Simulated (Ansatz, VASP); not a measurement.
## ZnO (zincite) in two plane-wave programs

Aim: how closely do two programs agree when they are given the same cell, functional and k mesh? The cell is taken from a series of runs on this material, whose earlier steps may have relaxed, scaled, displaced or heated it; both programs get it as it stands.

Program: Ansatz 0.2.0. Level of theory: plane waves, with VASP 6.6.1 beside it; zone-centre phonons at LDA. Results are calculated unless marked as measured.

## (1) The structure

It takes space group P6_3mc (No. 186, hexagonal). The conventional cell has a = 3.250 Å, b = 3.250 Å, c = 5.253 Å, α = 90.00°, β = 90.00°, γ = 120.00°. O has 4 Zn at 1.98 to 1.99 Å nearest. Nearest to Zn lie 4 O at 1.98 to 1.99 Å. Farther neighbours and most contacts between anions are not listed.

## (2) Ansatz: zone-centre phonons, LDA

Ansatz runs on its PAW soft_1 files.

Second derivatives magnify differences that forces hide, and they need a tight electronic threshold.

Input file input.yaml:

```yaml
crystal:
  lattice:
    - [3.2500015503, 0.0, 0.0]
    - [-1.6250007751, 2.8145839049, 0.0]
    - [0.0, 0.0, 5.2533531666]
  atoms:
    - { symbol: O, position: [0.6666666667, 0.3333333333, 0.3788029258] }
    - { symbol: O, position: [0.3333333333, 0.6666666667, 0.8788029258] }
    - { symbol: Zn, position: [0.3333333333, 0.6666666667, 0.5002070742] }
    - { symbol: Zn, position: [0.6666666667, 0.3333333333, 0.0002070742] }
kpoints:
  mp_grid: { grid: [15, 15, 10] }
hamiltonian:
  xc: lda
  pseudopotentials: { kind: paw, azcp: { folder: soft_1 }, xc_functional: pbe }
scf:
  occupations: { method: fixed }
output:
  eigenvalues: true
phonons:
  method: dfpt
  dielectric: true
  rigid_motions: translations
```

On the command line:

```sh
ansatz run input.yaml --threads 8 --pin off --max-ram 16384MiB --backend cpu --events-out ev --progress --plain --runs-dir out
```

Numbers of over 12 decimals in the logs are rounded to 6 here.

What it wrote:

```text
Engine: ansatz 0.2.0, aarch64-unknown-linux-gnu
Pseudopotentials: kind: paw
Pseudopotential: O, paw, valence charge 6, recommended cutoff 420 eV (normal), soft_1/O.paw.azcp
Pseudopotential: Zn, paw, valence charge 12, recommended cutoff 420 eV (normal), soft_1/Zn.paw.azcp
Functional definition: SPW92
  exchange = slater_x
  correlation = pw_c
Crystal: 4 atoms, lattice volume = 48.055 Å³
Basis set: ecut = 420 eV, 941 PW (Γ), exchange–correlation on 48×48×72 points (8 copies of the dense FFT grid, shifted against one another)
Bands: 22, of which v1, the nominal top of the filled ones, is band 18 counted from 1 (17 counted from 0)
Symmetry: 12 space group operations
k-points: 608 of 2250 (irreducible under 2 space group operations, time reversal used)
Non-local potential: O, projectors of the file, l = 0: 2, l = 1: 2, l = 2: 1
Non-local potential: Zn, projectors of the file, l = 0: 2, l = 1: 2, l = 2: 3, l = 3: 1
PAW form: soft (Blöchl's): semilocal exchange-correlation on the pseudo side does not see the compensation charge
PAW frozen core: O, regenerated for the run's functional, and the local potential with it (the file was generated under x = pbe(κ = 0.804, μ = 0.219515), c = pbe(β = 0.066725))
PAW frozen core: Zn, regenerated for the run's functional, and the local potential with it (the file was generated under x = pbe(κ = 0.804, μ = 0.219515), c = pbe(β = 0.066725))
PAW one-centre angular grid: O, 110 points (default); XC on 64 Gauss nodes
PAW one-centre angular grid: Zn, 590 points (default); XC on 64 Gauss nodes
Initial density: superposition of atomic densities (chi_scale 0.1, normalization cell, long waves kept (reshape's long-wave potential 0.00 eV rms))
Initial wavefunctions: pseudopotential atomic-orbital guess
Functional: x = slater, c = lda
SCF iter   1: F=—  HF=-7604.870379 eV  |F-HF|=—  |Δ(HF+E_count)|=         —  Δρ=1.09e-1  dr2=3.10e0  ethr=3.10e-3  ⟨swp⟩=4.3  Hψ=61899  notcnv=0  defer=1120
preconditioner: auto → Resta (q_TF=auto, 2.600 Å⁻¹)  ε∞=6.5  [insulator: Δε(μ)=1.073 eV  Ē_g=13.739 eV  n_scr=22 (ndim 8)  ℏωp=32.1 eV  f_vac=0.000  ε∞_Penn≈6.5]
SCF iter   2: F=—  HF=-7604.005659 eV  |F-HF|=—  |Δ(HF+E_count)|=   8.65e-1  Δρ=2.16e-2  dr2=2.09e-1  ethr=3.10e-3  ⟨swp⟩=2.5  Hψ=30626  notcnv=0  defer=795
SCF iter   3: F=—  HF=-7603.893613 eV  |F-HF|=—  |Δ(HF+E_count)|=   1.12e-1  Δρ=1.75e-2  dr2=1.23e-1  ethr=5.80e-4  ⟨swp⟩=2.0  Hψ=29207  notcnv=0  defer=1193
SCF iter   4: F=—  HF=-7603.876395 eV  |F-HF|=—  |Δ(HF+E_count)|=   1.72e-2  Δρ=7.65e-3  dr2=1.24e-2  ethr=3.42e-4  ⟨swp⟩=2.0  Hψ=24335  notcnv=0  defer=1207
SCF iter   5: F=—  HF=-7603.883372 eV  |F-HF|=—  |Δ(HF+E_count)|=   6.98e-3  Δρ=3.86e-3  dr2=6.22e-3  ethr=3.45e-5  ⟨swp⟩=2.0  Hψ=29188  notcnv=0  defer=1212
SCF iter   6: F=—  HF=-7603.881571 eV  |F-HF|=—  |Δ(HF+E_count)|=   1.80e-3  Δρ=1.22e-3  dr2=3.94e-4  ethr=1.73e-5  ⟨swp⟩=2.4  Hψ=24785  notcnv=0  defer=1214
SCF iter   7: F=—  HF=-7603.881672 eV  |F-HF|=—  |Δ(HF+E_count)|=   1.01e-4  Δρ=3.10e-4  dr2=2.49e-5  ethr=1.10e-6  ⟨swp⟩=2.0  Hψ=23891  notcnv=0  defer=1213
SCF iter   8: F=—  HF=-7603.881673 eV  |F-HF|=—  |Δ(HF+E_count)|=   1.12e-6  Δρ=3.89e-5  dr2=7.70e-7  ethr=6.93e-8  ⟨swp⟩=2.1  Hψ=21238  notcnv=0
SCF iter   9: F=—  HF=-7603.881673 eV  |F-HF|=—  |Δ(HF+E_count)|=   3.72e-7  Δρ=1.03e-5  dr2=3.36e-8  ethr=2.14e-9  ⟨swp⟩=2.7  Hψ=24445  notcnv=0
SCF iter  10: F=—  HF=-7603.881673 eV  |F-HF|=—  |Δ(HF+E_count)|=   1.64e-9  Δρ=9.52e-7  dr2=4.70e-10  ethr=9.34e-11  ⟨swp⟩=2.7  Hψ=25117  notcnv=0
SCF iter  11: F=-7603.881673 eV  HF=-7603.881673 eV  |F-HF|=8.19e-12  |Δ(HF+E_count)|=  2.91e-11  Δρ=2.28e-7  dr2=2.05e-11  ethr=1.00e-12  ⟨swp⟩=7.0  Hψ=81310  notcnv=0
SCF 1 converged in 11 iterations: F = -7603.881673 eV  dr2 = 2.05e-11
  greatest PAW one-centre occupation: 0.988 electrons in one spin orbital (limit 2), on the Zn atom at site 3 (counted from 0), in its partial waves of l = 2
NSCF: frozen V_eff on 4 k-points
DFPT response loops at Γ: preconditioner auto → Resta (q_TF=auto, 2.600 Å⁻¹)  ε∞=9.2 (no band partly filled); β = 1.00, the filter's whole step (`scf.mixing.beta` (0.50) is not read by the response loops at its default; to damp them type it under 1.00, their step now; it binds the ground state too); Broyden in place of MSR1
── the response to a field inside a basis, on 16×16×10 k-points: an SCF that follows is theirs, and a resumed run solves both again ──
Bands: 19, of which v1, the nominal top of the filled ones, is band 18 counted from 1 (17 counted from 0)
k-points: 360 of 2560 (irreducible under 4 space group operations, time reversal used)
Initial density: handed on by an earlier stage of this run
Initial wavefunctions: pseudopotential atomic-orbital guess (no wavefunctions were taken with the density)
Eigensolver: Dense (360 Hₖ)
SCF iter   1: F=—  HF=-7603.883251 eV  |F-HF|=—  |Δ(HF+E_count)|=         —  Δρ=5.85e-4  dr2=2.73e-5  ethr=1.00e-1
preconditioner: auto → Resta (q_TF=auto, 2.600 Å⁻¹)  ε∞=11.1  [insulator: Δε(μ)=0.913 eV  Ē_g=10.132 eV  n_scr=22 (ndim 8)  ℏωp=32.1 eV  f_vac=0.032  ε∞_Penn≈11.1]
SCF iter   2: F=—  HF=-7603.883244 eV  |F-HF|=—  |Δ(HF+E_count)|=   6.53e-6  Δρ=3.29e-4  dr2=1.74e-5  ethr=7.58e-8
SCF iter   3: F=—  HF=-7603.883242 eV  |F-HF|=—  |Δ(HF+E_count)|=   2.42e-6  Δρ=1.08e-4  dr2=1.09e-6  ethr=4.84e-8
SCF iter   4: F=—  HF=-7603.883240 eV  |F-HF|=—  |Δ(HF+E_count)|=   1.09e-6  Δρ=2.39e-5  dr2=1.70e-7  ethr=3.03e-9
SCF iter   5: F=-7603.883240 eV  HF=-7603.883240 eV  |F-HF|=2.21e-8  |Δ(HF+E_count)|=   4.13e-8  Δρ=1.03e-5  dr2=1.18e-8  ethr=4.72e-10
SCF 1 converged in 5 iterations: F = -7603.883240 eV  dr2 = 1.18e-8
  greatest PAW one-centre occupation: 0.987 electrons in one spin orbital (limit 2), on the Zn atom at site 3 (counted from 0), in its partial waves of l = 2
DFPT response loops at Γ: preconditioner auto → Resta (q_TF=auto, 2.600 Å⁻¹)  ε∞=8.1 (no band partly filled); β = 1.00, the filter's whole step (`scf.mixing.beta` (0.50) is not read by the response loops at its default; to damp them type it under 1.00, their step now; it binds the ground state too); Broyden in place of MSR1
WARN: field response: inside a basis, on 16×16×10 points, no mesh in reach settles it: take ε∞, Z* and everything formed from them with what they may err, as stated (eps_inf_uncertainty, zstar_uncertainty_e), and compare with field_mesh: kpoints on a denser kpoints.mp_grid
WARN: field response: ε∞ stands inside a basis, on 16×16×10 points; the force constants stand on the 15×15×10 k-mesh, whose period is 11.83 times the interband length at k = (0.0000, 0.0000, 0.0000), direct gap 0.703 eV, under 14: take them and everything formed from them as unconverged, and compare with a denser kpoints.mp_grid
SCF converged after 11 iterations
Free energy (F): -7603.881673 eV
Harris-Foulkes:  -7603.881673 eV  (|F-HF|=8.19e-12)
Internal energy: -7603.881673 eV  (E = F + TS)
E sigma→0 (E₀):  -7603.881673 eV
Fermi energy:    6.591584 eV
--- Per-component energies (eV) ---
  E_band       = 43.104597
  E_kinetic    = 627.645708
  E_local      = -4457.854089  (includes V_loc(G=0)·N_el)
  E_nonlocal   = 1762.433637
  E_hartree    = 1666.186356
  E_xc         = -294.301476
  E_vxc        = -281.770639  (∫ρ·V_xc dr)
  E_paw        = -3957.874359  (= ΣΔE_a)
  E_vpaw       = -939.724055  (= ΣTr[D̂ρ^β])
  E_aug_tail   = 0.001146  (compensation charges beyond the density's cutoff)
  E_ewald      = -2953.426727
  E_core_change = 3.308130  (= ΣΔE_core)
  E_smearing   = -0.000000  (= −TS)
  E_closure    = -0.000000  (closes the sum)
  Σ components = -7603.881673   (vs F -7603.881673, Δ=0.00e0)
--- Band table (eV; the first three rows and the last of 608) ---
  k-point 0: bands = [... 14 lower, 5.8016, 6.5026, 6.5916, 6.5916, 7.2946, 11.6561, 14.5895, 19.2789]
  k-point 1: bands = [... 14 lower, 5.8212, 6.2287, 6.5722, 6.5722, 7.5980, 11.5712, 14.6642, 19.2800]
  k-point 2: bands = [... 14 lower, 5.8783, 5.8783, 6.5172, 6.5172, 8.1406, 11.3283, 14.8858, 19.0536]
  k-point 607: bands = [... 14 lower, 3.9225, 3.9528, 5.3826, 5.5166, 11.9223, 13.9669, 14.9562, 15.0405]
--- Phonons (Γ-DFPT): 4 representative perturbations + reference, on 608 of 2250 k-points (Σ response iterations 14) ---
  k mesh reduced under 2 symmetry operations, with k and −k counted as one. Each operation leaves every solved perturbation unchanged. A smaller set is not considered because the run solves the response to a homogeneous field
  ASR residual: 1.782e-4 → 0.000e0 eV/Å²; symmetrization residual: 4.465e-6 eV/Å²
  ASR residual per site (eV/Å²): 1.78e-4 1.78e-4 8.20e-5 8.20e-5
  Γ frequencies (cm⁻¹): 0.00 0.00 0.00 97.99 97.99 246.68 343.39 362.94 362.94 392.47 392.47 510.16
  ε∞ (high-frequency dielectric tensor):
        5.286916     0.000000    -0.000000
        0.000000     5.286916     0.000000
       -0.000000     0.000000     5.334240
  ε⁰ (static dielectric tensor: ions relaxed, cell fixed):
       10.664309     0.000000    -0.000000
        0.000000    10.664309     0.000000
       -0.000000     0.000000    11.674782
  ε⁰ − ε∞ (ionic part):
        5.377392     0.000000    -0.000000
        0.000000     5.377392     0.000000
       -0.000000     0.000000     6.340542
  softest optical mode at Γ: 97.99 cm⁻¹; the repairs (sum rule, projections) moved no ω² at Γ by more than (1.99 cm⁻¹)²
  Born effective charges Z* (e; rows j = field, columns β = displacement):
    site 0:
        -2.10850   -0.00000    0.00000
        -0.00000   -2.10850   -0.00000
         0.00000   -0.00000   -2.16624
    site 1:
        -2.10850   -0.00000    0.00000
        -0.00000   -2.10850   -0.00000
         0.00000   -0.00000   -2.16624
    site 2:
         2.10850    0.00000   -0.00000
         0.00000    2.10850    0.00000
        -0.00000    0.00000    2.16624
    site 3:
         2.10850    0.00000   -0.00000
         0.00000    2.10850    0.00000
        -0.00000    0.00000    2.16624
  Z* charge neutrality: 1.597e-3 e pre-enforcement
  solved inside a basis spanned on kpoints, on 16×16×10 k-points, which do not settle them: ε∞ is read to err by 1.0e-1, Z* by 6.2e-2 e (field_mesh: kpoints solves on kpoints); Z* is corrected for what the basis lacks
  optical modes at Γ without the LO–TO term, one row a degenerate level:
      ω (cm⁻¹)  modes    IR ((D/Å)²/amu)
         97.99      2             0.0000
        246.68      1             0.0000
        343.39      1            16.8453
[...]
optical modes at Γ + LO–TO along q̂ = [1.0000, 0.0000, 0.0000]:
      ω (cm⁻¹)  modes    IR ((D/Å)²/amu)
[...]
optical modes at Γ + LO–TO along q̂ = [0.0000, 1.0000, 0.0000]:
      ω (cm⁻¹)  modes    IR ((D/Å)²/amu)
[...]
510.16      1             0.0000
        515.47      1            15.9593
  optical modes at Γ + LO–TO along q̂ = [0.0000, 0.0000, 1.0000]:
      ω (cm⁻¹)  modes    IR ((D/Å)²/amu)
         97.99      2             0.0000
        246.68      1             0.0000
        362.94      2            31.9187
        392.47      2             0.0000
        508.02      1            16.8453
        510.16      1             0.0000
```

(Continued in part 2 of 3.)

[Lines on the potential files, build, host, timing and source positions are cut from VASP's logs without a mark.]

[Logs are printed without paths, hosts, clocks, repeated set-up lines and the standing remarks that a program may print on its own settings, such as how far it seeks lower states.]

[Hosts, paths, dates, database ids (printed as entryN), source tags and the programs' standing remarks are cut or masked in the printed files.]
